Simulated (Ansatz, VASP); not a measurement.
# TiSnS3: VASP beside Ansatz, part 2 of 2

One calculation is typed for both programs; each brings its own data sets. How far apart do they land? The cell is generated by rule, not measured, and may not be a known phase. The cell is taken from a series of runs on this material, whose earlier steps may have relaxed, scaled, displaced or heated it; both programs get it as it stands.

VASP 6.6.1 and Ansatz 0.2.0.

So far: The structure; VASP: zone-centre phonons, PBEsol.

**2. VASP: zone-centre phonons, PBEsol (continued)**

Level of this step: PBEsol, no spin polarisation; plane waves and PAW (Sn_d, Ti_sv, S); invented cell (VASP).

Numbers of over 12 decimals in the logs are rounded to 6 here.

Parts of OUTCAR (step 2):

```text
ion  position               nearest neighbor table
   1  0.000  0.000  0.000-
   2  0.500  0.500  0.500-   3 2.34   4 2.34   5 2.34   3 2.34   4 2.34   5 2.34
   3  0.500  0.500  0.000-   2 2.34   2 2.34
   4  0.500  0.000  0.500-   2 2.34   2 2.34
   5  0.000  0.500  0.500-   2 2.34   2 2.34

  LATTYP: Found a simple cubic cell.
 ALAT       =     4.6813636365

 Subroutine GETGRP returns: Found 48 space group operations
 (whereof 48 operations were pure point group operations)

The static configuration has the point symmetry O_h .

 Found     20 irreducible k-points:

   k-points           NKPTS =     20   k-points in BZ     NKDIM =     20   number of bands    NBANDS=     28

   dimension x,y,z NGX =    36 NGY =   36 NGZ =   36
   dimension x,y,z NGXF=    72 NGYF=   72 NGZF=   72

   ENCUT  =  500.0 eV  36.75 Ry    6.06 a.u.   8.54  8.54  8.54*2*pi/ulx,y,z

   NELECT =      44.0000    total number of electrons

 k-points in reciprocal lattice and weights: Automatic mesh
   0.00000000  0.00000000  0.00000000       0.005
   0.16666667  0.00000000  0.00000000       0.028
   0.33333333  0.00000000  0.00000000       0.028
   0.50000000  0.00000000  0.00000000       0.014
   0.16666667  0.16666667  0.00000000       0.056
   0.33333333  0.16666667  0.00000000       0.111
   0.50000000  0.16666667  0.00000000       0.056
   0.33333333  0.33333333  0.00000000       0.056
   0.50000000  0.33333333  0.00000000       0.056
[...]
0.50000000  0.50000000  0.33333333       0.028
   0.50000000  0.50000000  0.50000000       0.005

 average (electrostatic) potential at core
       1-101.2930       2 -75.0876       3 -84.8986       4 -84.8986       5 -84.8986

  Total       -0.0208578     -0.0208578     -0.0208578     -0.0000000     -0.0000000     -0.0000000
  in kB       -0.3257330     -0.3257330     -0.3257330     -0.0000000     -0.0000000     -0.0000000
  external PRESSURE =      -0.3257330 kB  Pullay stress =       0.0000000 kB

  energy-cutoff  :      500.00
  volume of cell :      102.59
      direct lattice vectors                 reciprocal lattice vectors
     4.681363637  0.000000000  0.000000000     0.213612972  0.000000000  0.000000000
     0.000000000  4.681363637  0.000000000     0.000000000  0.213612972  0.000000000
     0.000000000  0.000000000  4.681363637     0.000000000  0.000000000  0.213612972

 POSITION                                       TOTAL-FORCE (eV/Angst)
 -----------------------------------------------------------------------------------
      0.00000      0.00000      0.00000         0.000000      0.000000      0.000000
      2.34068      2.34068      2.34068         0.000000      0.000000      0.000000
      2.34068      2.34068      0.00000         0.000000      0.000000      0.000000
      2.34068      0.00000      2.34068         0.000000      0.000000      0.000000
      0.00000      2.34068      2.34068         0.000000      0.000000      0.000000
 -----------------------------------------------------------------------------------
    total drift:                                0.000000      0.000000      0.000000

 Eigenvectors and eigenvalues of the dynamical matrix
 ----------------------------------------------------

   1 f  =   11.236394 THz    70.600348 2PiTHz  374.805774 cm-1    46.469972 meV
             X         Y         Z           dx          dy          dz
      0.000000  0.000000  0.000000     0.001992    0.007009    0.000000
      2.340682  2.340682  2.340682     0.108424    0.381598   -0.000000
      2.340682  2.340682  0.000000     0.051403    0.180914   -0.000000
      2.340682  0.000000  2.340682     0.051403   -0.845088   -0.000000
      0.000000  2.340682  2.340682    -0.240115    0.180914   -0.000000

   2 f  =   11.236394 THz    70.600348 2PiTHz  374.805774 cm-1    46.469972 meV
             X         Y         Z           dx          dy          dz
      0.000000  0.000000  0.000000    -0.007009    0.001992   -0.000000
      2.340682  2.340682  2.340682    -0.381598    0.108424   -0.000000
      2.340682  2.340682  0.000000    -0.180914    0.051403    0.000000
      2.340682  0.000000  2.340682    -0.180914   -0.240115   -0.000000
      0.000000  2.340682  2.340682     0.845088    0.051403   -0.000000

   3 f  =   11.236394 THz    70.600348 2PiTHz  374.805774 cm-1    46.469972 meV
             X         Y         Z           dx          dy          dz
      0.000000  0.000000  0.000000     0.000000   -0.000000   -0.007287
      2.340682  2.340682  2.340682     0.000000   -0.000000   -0.396702
      2.340682  2.340682  0.000000     0.000000   -0.000000    0.878538
      2.340682  0.000000  2.340682     0.000000    0.000000   -0.188075
      0.000000  2.340682  2.340682    -0.000000   -0.000000   -0.188075

   4 f  =    1.570166 THz     9.865641 2PiTHz   52.375086 cm-1     6.493680 meV
             X         Y         Z           dx          dy          dz
      0.000000  0.000000  0.000000    -0.038263    0.300008   -0.004548
      2.340682  2.340682  2.340682     0.106939   -0.838470    0.012710
      2.340682  2.340682  0.000000    -0.030751    0.241108    0.004137
      2.340682  0.000000  2.340682    -0.030751   -0.272890   -0.003655
      0.000000  2.340682  2.340682     0.034805    0.241108   -0.003655

   5 f  =    1.570166 THz     9.865641 2PiTHz   52.375086 cm-1     6.493680 meV
             X         Y         Z           dx          dy          dz
      0.000000  0.000000  0.000000    -0.295642   -0.038480   -0.051038
      2.340682  2.340682  2.340682     0.826267    0.107545    0.142643
      2.340682  2.340682  0.000000    -0.237598   -0.030925    0.046425
      2.340682  0.000000  2.340682    -0.237598    0.035002   -0.041018
      0.000000  2.340682  2.340682     0.268918   -0.030925   -0.041018

   6 f  =    1.570166 THz     9.865641 2PiTHz   52.375086 cm-1     6.493680 meV
             X         Y         Z           dx          dy          dz
      0.000000  0.000000  0.000000    -0.051201   -0.002011    0.298101
      2.340682  2.340682  2.340682     0.143097    0.005622   -0.833139
      2.340682  2.340682  0.000000    -0.041149   -0.001617   -0.271155
      2.340682  0.000000  2.340682    -0.041149    0.001830    0.239575
      0.000000  2.340682  2.340682     0.046573   -0.001617    0.239575

   7 f/i=    0.132493 THz     0.832477 2PiTHz    4.419486 cm-1     0.547946 meV
             X         Y         Z           dx          dy          dz
      0.000000  0.000000  0.000000     0.463226    0.522344   -0.068932
      2.340682  2.340682  2.340682     0.236223    0.266370   -0.035152
      2.340682  2.340682  0.000000     0.244271    0.275445   -0.032008
      2.340682  0.000000  2.340682     0.244271    0.242545   -0.036350
      0.000000  2.340682  2.340682     0.215094    0.275445   -0.036350

   8 f/i=    0.132493 THz     0.832477 2PiTHz    4.419486 cm-1     0.547946 meV
             X         Y         Z           dx          dy          dz
      0.000000  0.000000  0.000000     0.521641   -0.467586   -0.037765
      2.340682  2.340682  2.340682     0.266012   -0.238447   -0.019258
      2.340682  2.340682  0.000000     0.275075   -0.246570   -0.017536
      2.340682  0.000000  2.340682     0.275075   -0.217118   -0.019915
      0.000000  2.340682  2.340682     0.242218   -0.246570   -0.019915

   9 f/i=    0.132493 THz     0.832477 2PiTHz    4.419486 cm-1     0.547946 meV
             X         Y         Z           dx          dy          dz
      0.000000  0.000000  0.000000    -0.074062   -0.026319   -0.697133
      2.340682  2.340682  2.340682    -0.037768   -0.013421   -0.355504
      2.340682  2.340682  0.000000    -0.039055   -0.013879   -0.323706
      2.340682  0.000000  2.340682    -0.039055   -0.012221   -0.367617
      0.000000  2.340682  2.340682    -0.034390   -0.013879   -0.367617

  10 f/i=    2.216082 THz    13.924054 2PiTHz   73.920542 cm-1     9.164975 meV
             X         Y         Z           dx          dy          dz
      0.000000  0.000000  0.000000    -0.000000   -0.000000    0.000000
      2.340682  2.340682  2.340682    -0.000000   -0.000000    0.000000
      2.340682  2.340682  0.000000    -0.154811    0.687014    0.000000
      2.340682  0.000000  2.340682     0.154811   -0.000000   -0.063603
      0.000000  2.340682  2.340682    -0.000000   -0.687014    0.063603

  11 f/i=    2.216082 THz    13.924054 2PiTHz   73.920542 cm-1     9.164975 meV
             X         Y         Z           dx          dy          dz
      0.000000  0.000000  0.000000     0.000000   -0.000000    0.000000
      2.340682  2.340682  2.340682    -0.000000   -0.000000    0.000000
      2.340682  2.340682  0.000000    -0.689330   -0.156779    0.000000
      2.340682  0.000000  2.340682     0.689330   -0.000000   -0.015622
      0.000000  2.340682  2.340682    -0.000000    0.156779    0.015622

  12 f/i=    2.216082 THz    13.924054 2PiTHz   73.920542 cm-1     9.164975 meV
             X         Y         Z           dx          dy          dz
      0.000000  0.000000  0.000000     0.000000   -0.000000   -0.000000
      2.340682  2.340682  2.340682     0.000000   -0.000000   -0.000000
      2.340682  2.340682  0.000000    -0.029280    0.058584   -0.000000
      2.340682  0.000000  2.340682     0.029280   -0.000000    0.704067
      0.000000  2.340682  2.340682    -0.000000   -0.058584   -0.704067

  13 f/i=    3.890603 THz    24.445382 2PiTHz  129.776558 cm-1    16.090235 meV
             X         Y         Z           dx          dy          dz
      0.000000  0.000000  0.000000     0.126963   -0.632541   -0.007515
      2.340682  2.340682  2.340682     0.000556   -0.002769   -0.000033
      2.340682  2.340682  0.000000    -0.101999    0.508169    0.002508
      2.340682  0.000000  2.340682    -0.101999    0.211078    0.006037
      0.000000  2.340682  2.340682    -0.042367    0.508169    0.006037

  14 f/i=    3.890603 THz    24.445382 2PiTHz  129.776558 cm-1    16.090235 meV
             X         Y         Z           dx          dy          dz
      0.000000  0.000000  0.000000     0.630216    0.125815    0.057295
      2.340682  2.340682  2.340682     0.002759    0.000551    0.000251
      2.340682  2.340682  0.000000    -0.506301   -0.101077   -0.019119
      2.340682  0.000000  2.340682    -0.506301   -0.041984   -0.046030
      0.000000  2.340682  2.340682    -0.210302   -0.101077   -0.046030

  15 f/i=    3.890603 THz    24.445382 2PiTHz  129.776558 cm-1    16.090235 meV
             X         Y         Z           dx          dy          dz
      0.000000  0.000000  0.000000    -0.054706   -0.018615    0.642608
      2.340682  2.340682  2.340682    -0.000239   -0.000081    0.002813
      2.340682  2.340682  0.000000     0.043949    0.014955   -0.214437
      2.340682  0.000000  2.340682     0.043949    0.006212   -0.516257
      0.000000  2.340682  2.340682     0.018255    0.014955   -0.516257

 ELASTIC MODULI CONTR FROM IONIC RELAXATION (kBar)
 Direction    XX          YY          ZZ          XY          YZ          ZX
 --------------------------------------------------------------------------------
 XX           0.0000      0.0000      0.0000      0.0000      0.0000      0.0000
 YY           0.0000      0.0000      0.0000      0.0000      0.0000      0.0000
 ZZ           0.0000      0.0000      0.0000      0.0000      0.0000      0.0000
 XY           0.0000      0.0000      0.0000      0.0000      0.0000      0.0000
 YZ           0.0000      0.0000      0.0000      0.0000      0.0000      0.0000
 ZX           0.0000      0.0000      0.0000      0.0000      0.0000      0.0000
 --------------------------------------------------------------------------------
```

The k-mesh is coarse for a metal.

**3. Ansatz: zone-centre phonons, PBEsol**

Ansatz runs on norm-conserving files, of PseudoDojo where its log says so.

The same cell, functional, mesh and smearing now go to Ansatz.

Contents of input.yaml:

```yaml
crystal:
  lattice:
    - [4.6813636365, 0.0, 0.0]
    - [0.0, 4.6813636365, 0.0]
    - [0.0, 0.0, 4.6813636365]
  atoms:
    - { symbol: Sn, position: [0.0, 0.0, 0.0] }
    - { symbol: Ti, position: [0.5, 0.5, 0.5] }
    - { symbol: S, position: [0.5, 0.5, 0.0] }
    - { symbol: S, position: [0.5, 0.0, 0.5] }
    - { symbol: S, position: [0.0, 0.5, 0.5] }
kpoints:
  mp_grid: { grid: [6, 6, 6] }
hamiltonian:
  xc: pbesol
  pseudopotentials: { kind: nc, accuracy: standard }
scf:
  occupations: { method: gaussian, width: 0.27211 }
output:
  eigenvalues: true
basis:
  ecutwfc: 1034.033
phonons:
  method: dfpt
```

On the command line:

```sh
> ansatz run input.yaml --threads 4 --pin off --max-ram 8192MiB --backend cpu --events-out ev --progress --plain --runs-dir out
```

Log:

```text
Warning: basis.ecutwfc = 1034.033 eV is below the records' recommended 1142.878222 eV, and the density's cutoff is lower with it unless basis.ecutrho_ratio is high enough to keep the records' density cutoff: compare with a run at a higher cutoff
zone centre: on kpoints.mp_grid the ground state, and the responses unless they are solved on pairs of k-points, stand on 64 of the mesh's 216 k-points, reduced under 8 symmetry operations, with k and −k counted as one. Each operation leaves every solved displacement unchanged or reverses it
Engine: ansatz 0.2.0, aarch64-unknown-linux-gnu
Pseudopotentials: kind: nc
Pseudopotential: Sn, nc, valence charge 14, recommended cutoff 979.609905 eV (normal), Sn.nc.azcp (PseudoDojo's, or run here from an input of PseudoDojo's; its table is named by hamiltonian.pseudopotentials.accuracy)
Pseudopotential: Ti, nc, valence charge 12, recommended cutoff 1142.878222 eV (normal), Ti.nc.azcp (PseudoDojo's, or run here from an input of PseudoDojo's; its table is named by hamiltonian.pseudopotentials.accuracy)
Pseudopotential: S, nc, valence charge 6, recommended cutoff 707.496042 eV (normal), S.nc.azcp (PseudoDojo's, or run here from an input of PseudoDojo's; its table is named by hamiltonian.pseudopotentials.accuracy)
Functional definition: PBEsol
  exchange = pbesol_x
  correlation = pbesol_c
Crystal: 5 atoms, lattice volume = 102.593 Å³
Basis set: ecut = 1034.033 eV, 7809 PW (Γ), exchange–correlation on 100×100×100 points (8 copies of the dense FFT grid, shifted against one another)
Bands: 27, of which v1, the nominal top of the filled ones, is band 22 counted from 1 (21 counted from 0)
Symmetry: 48 space group operations
k-points: 64 of 216 (irreducible under 8 space group operations)
Non-local potential: Sn, projectors of the file, l = 0: 2, l = 1: 2, l = 2: 2, l = 3: 2
Non-local potential: Ti, projectors of the file, l = 0: 2, l = 1: 2, l = 2: 2
Non-local potential: S, projectors of the file, l = 0: 2, l = 1: 2, l = 2: 2
Initial density: superposition of atomic densities (chi_scale 0.1, normalization cell, long waves kept (reshape's long-wave potential 0.00 eV rms))
Initial wavefunctions: pseudopotential atomic-orbital guess
Functional: x = pbesol(κ = 0.804, μ = 0.123457), c = pbesol(β = 0.046)
SCF iter   1: F=—  HF=-4658.862950 eV  |F-HF|=—  |Δ(HF+E_count)|=         —  Δρ=7.07e-2  dr2=1.27e1  ethr=3.10e-3  ⟨swp⟩=7.5  Hψ=18147  notcnv=0
automatic band count: the SCF goes on with 32 bands, as 27 were too few: the levels above may hold too much charge
preconditioner: auto → Kerker (q_TF=auto, 2.369 Å⁻¹)  [metal: Δε(μ)=0.020 eV  Ē_g=12.798 eV  σ=0.272 eV  W_gap=0.04  n_scr=26 (ndim 8)  ℏωp=22.0 eV  f_vac=0.000  D(μ)=4.41/eV (n_scr^D=32)]
SCF iter   2: F=—  HF=-4658.140040 eV  |F-HF|=—  |Δ(HF+E_count)|=   7.23e-1  Δρ=5.74e-2  dr2=4.35e0  ethr=3.10e-3  ⟨swp⟩=3.6  Hψ=4891  notcnv=0  defer=127
preconditioner: auto → Resta (q_TF=auto, 2.369 Å⁻¹)  ε∞=3.6  [insulator: Δε(μ)=0.422 eV  Ē_g=13.540 eV  σ=0.272 eV  W_gap=0.73  n_scr=26 (ndim 8)  ℏωp=22.0 eV  f_vac=0.000  D(μ)=0.34/eV (n_scr^D=0)  ε∞_Penn≈3.6]
SCF iter   3: F=—  HF=-4657.252560 eV  |F-HF|=—  |Δ(HF+E_count)|=   8.87e-1  Δρ=1.86e-2  dr2=6.03e-1  ethr=3.10e-3  ⟨swp⟩=3.4  Hψ=4266  notcnv=0  defer=136
SCF iter   4: F=—  HF=-4657.082235 eV  |F-HF|=—  |Δ(HF+E_count)|=   1.70e-1  Δρ=1.39e-2  dr2=3.27e-1  ethr=1.37e-3  ⟨swp⟩=3.1  Hψ=4008  notcnv=0  defer=136
SCF iter   5: F=—  HF=-4657.042627 eV  |F-HF|=—  |Δ(HF+E_count)|=   3.96e-2  Δρ=1.67e-3  dr2=4.14e-3  ethr=7.44e-4  ⟨swp⟩=1.3  Hψ=2296  notcnv=0  defer=130
SCF iter   6: F=—  HF=-4657.042634 eV  |F-HF|=—  |Δ(HF+E_count)|=   7.13e-6  Δρ=4.94e-4  dr2=3.26e-4  ethr=9.41e-6  ⟨swp⟩=2.0  Hψ=3156  notcnv=0  defer=130
SCF iter   7: F=—  HF=-4657.042605 eV  |F-HF|=—  |Δ(HF+E_count)|=   2.92e-5  Δρ=1.12e-4  dr2=1.79e-5  ethr=7.41e-7  ⟨swp⟩=1.6  Hψ=2005  notcnv=0  defer=130
SCF iter   8: F=—  HF=-4657.042602 eV  |F-HF|=—  |Δ(HF+E_count)|=   2.48e-6  Δρ=4.30e-5  dr2=2.37e-6  ethr=4.06e-8  ⟨swp⟩=2.0  Hψ=3266  notcnv=0  defer=130
SCF iter   9: F=—  HF=-4657.042267 eV  |F-HF|=—  |Δ(HF+E_count)|=   3.35e-4  Δρ=6.62e-6  dr2=5.91e-8  ethr=5.40e-9  ⟨swp⟩=1.2  Hψ=2002  notcnv=0  defer=130
SCF iter  10: F=—  HF=-4657.042268 eV  |F-HF|=—  |Δ(HF+E_count)|=   6.70e-9  Δρ=1.48e-6  dr2=2.29e-9  ethr=1.34e-10  ⟨swp⟩=2.1  Hψ=3265  notcnv=0  defer=130
SCF iter  11: F=—  HF=-4657.042268 eV  |F-HF|=—  |Δ(HF+E_count)|=  2.04e-10  Δρ=1.16e-6  dr2=8.50e-10  ethr=5.20e-12  ⟨swp⟩=2.0  Hψ=3332  notcnv=0  defer=130
SCF iter  12: F=—  HF=-4657.042268 eV  |F-HF|=—  |Δ(HF+E_count)|=  2.29e-10  Δρ=1.32e-7  dr2=1.11e-11  ethr=1.93e-12  ⟨swp⟩=2.2  Hψ=3058  notcnv=0  defer=130
SCF iter  13: F=-4657.042268 eV  HF=-4657.042268 eV  |F-HF|=9.09e-13  |Δ(HF+E_count)|=  9.09e-13  Δρ=2.79e-8  dr2=6.96e-13  ethr=1.00e-12  ⟨swp⟩=15.1  Hψ=12699  notcnv=0
SCF 1 converged in 13 iterations: F = -4657.042268 eV  dr2 = 6.96e-13
DFPT response loops at Γ: preconditioner auto → Kerker (q_TF=auto, 2.369 Å⁻¹) (partly filled bands, converged f_vac=0.000); β = 1.00, the filter's whole step (`scf.mixing.beta` (0.50) is not read by the response loops under this deck's `scf.mixing.preconditioner`; to damp them name `kerker` or `kerker_dos`, under which they read `scf.mixing.beta`, and type it under 1.00, their step now; both keys bind the ground state too); Broyden in place of MSR1
SCF converged after 13 iterations
Free energy (F): -4657.042268 eV
Harris-Foulkes:  -4657.042268 eV  (|F-HF|=9.09e-13)
Internal energy: -4657.007729 eV  (E = F + TS)
E sigma→0 (E₀):  -4657.024998 eV
Entropy (-TS):   -0.034538 eV (-6.908 meV/atom)
Fermi energy:    8.710395 eV
--- Per-component energies (eV) ---
  E_band       = -295.588766
  E_kinetic    = 2225.282449
  E_local      = -2842.228208  (includes V_loc(G=0)·N_el)
  E_nonlocal   = -924.306788
  E_hartree    = 1048.428369
  E_xc         = -1086.051610
  E_vxc        = -851.192976  (∫ρ·V_xc dr)
  E_ewald      = -3078.131941
  E_smearing   = -0.034538  (= −TS)
  E_closure    = 0.000000  (closes the sum)
  Σ components = -4657.042268   (vs F -4657.042268, Δ=0.00e0)
--- Band table (eV; the first three rows and the last of 64) ---
  k-point 0: bands = [... 18 lower, 7.2656, 7.8323, 7.8323, 7.8323, 8.4710, 8.4710, 8.4710, 10.0917, ... 6 higher]
  k-point 1: bands = [... 18 lower, 7.0757, 7.2552, 7.7191, 7.7191, 8.4858, 9.2071, 9.2071, 10.1103, ... 6 higher]
  k-point 2: bands = [... 18 lower, 6.7458, 7.2238, 7.8342, 7.8342, 8.5157, 9.9552, 9.9790, 9.9790, ... 6 higher]
  k-point 63: bands = [... 18 lower, 4.7731, 8.8217, 8.8217, 8.8217, 10.0332, 10.0332, 10.0332, 13.2609, ... 6 higher]
--- Phonons (Γ-DFPT): 4 representative perturbations + reference, on 64 of 216 k-points (Σ response iterations 14) ---
  k mesh reduced under 8 symmetry operations, with k and −k counted as one. Each operation leaves every solved displacement unchanged or reverses it
  ASR residual: 7.317e-5 → 0.000e0 eV/Å²; symmetrization residual: 1.612e-5 eV/Å²
  ASR residual per site (eV/Å²): 4.32e-6 5.32e-6 7.32e-5 7.32e-5 7.32e-5
  Γ frequencies (cm⁻¹): -129.23 -129.23 -129.23 -74.72 -74.72 -74.72 0.00 0.00 0.00 46.08 46.08 46.08 375.88 375.88 375.88
  non-analytic LO–TO correction: not included (Born effective charges unavailable; polar crystals: no LO–TO splitting at Γ)
```

**4. Differences**

Known differences besides the potentials themselves: the cutoff is 1034.03 eV in Ansatz and 500 eV in VASP; Ansatz's log warns that its cutoff lies below the recommended one. Total energies have different zeros and are not compared.

Both answers:

```
                                                   quantity  Ansatz    VASP  difference
optical mode 1 to 3 (imaginary, printed as negative) (cm⁻¹)  -129.2  -129.8        +0.5
optical mode 4 to 6 (imaginary, printed as negative) (cm⁻¹)   -74.7   -73.9        -0.8
                                 optical mode 7 to 9 (cm⁻¹)    46.1    52.4        -6.3
                               optical mode 10 to 12 (cm⁻¹)   375.9   374.8     +0.29 %
```

Modes are paired by rising frequency, not by their patterns, so a pair may set unlike modes beside each other; they are those without the splitting of longitudinal modes.

**5. Outcome**

```json
{"r.m.s. difference of the optical zone-centre modes, each program's sorted by frequency (zone-centre phonons, PBEsol)": "3.2 cm⁻¹"}
```

What this shows: The r.m.s. difference of the optical zone-centre modes, each program's sorted by frequency is 3.2 cm⁻¹ (zone-centre phonons, PBEsol). 1 further run of this series is not shown here. How closely two codes agree says nothing of how well the functional describes the real material.

[Lines on the potential files, build, host, timing and source positions are cut from VASP's logs without a mark.]

[Logs are printed without paths, hosts, clocks, repeated set-up lines and the standing remarks that a program may print on its own settings, such as how far it seeks lower states.]

[Hosts, paths, dates, database ids (printed as entryN), source tags and the programs' standing remarks are cut or masked in the printed files.]
